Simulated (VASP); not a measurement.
Take BeSe (zinc blende), against free atoms with fixed spin and no zero-point term, in VASP with PAW potentials, and its cohesive energy.

**Question.** One run gives 4.71 eV/atom. Which level is it?
A. PBE-D3(BJ)
B. RPBE
C. LDA
D. PBEsol

**Answer.** C, LDA.  The others give 4.29 (PBEsol), 3.62 (RPBE), 4.28 (PBE-D3(BJ)).

Only levels that ran to the end are used. Left out are those held back, those with too coarse a band path, GW runs whose mesh misses a band edge, hybrids' fits of cells that aren't cubic and levels without matching references; a question may draw on a part of the rest.
